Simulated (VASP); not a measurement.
Input of a VASP 6.6.1 run:

Contents of INCAR:

```
SYSTEM = VSe2
  PREC = Accurate
  ENCUT = 520
  EDIFF = 1E-7
  ISMEAR = 0
  SIGMA = 0.02
  LREAL = .False.
  LASPH = .True.
  NELM = 100
  ALGO = Fast
  ISIF = 4
  LWAVE = .False.
  LCHARG = .False.
  ISPIN = 2
  MAGMOM = 1 0 0
  LORBIT = 11
  LMAXMIX = 4
  GGA = PS
  IBRION = 2
  NSW = 80
  EDIFFG = -0.002
```

KPOINTS

```
regular mesh
0
Gamma
  12 12 6
  0 0 0
```

File POSCAR:

```
VSe2                                    
1.0
    3.2140542073      0.0000000000     -0.0000000000
   -1.6070271037      2.7834525930      0.0000000000
   -0.0000000000     -0.0000000000      6.0217711550
  V               Se            
     1     2
Direct
     0.0000000000000000    0.0000000000000000    0.0000000000000000
     0.3333333300000021    0.6666666699999979    0.2554860512043283
     0.6666666699999979    0.3333333300000021    0.7445139487956718
```

Potentials or basis: VASP PAW PBE potentials, release 64 (V_sv, Se).

Run with:

```sh
$ cat potpaw_PBE.64/V_sv/POTCAR potpaw_PBE.64/Se/POTCAR > POTCAR
$ mpirun -np 1 vasp_std > vasp.out
```

(1) Estimate the net moment.

(2) What does it give for the site moments?

## Answers

(1) 0.34 μB per cell.

(2) V +0.33; Se -0.01 μB.
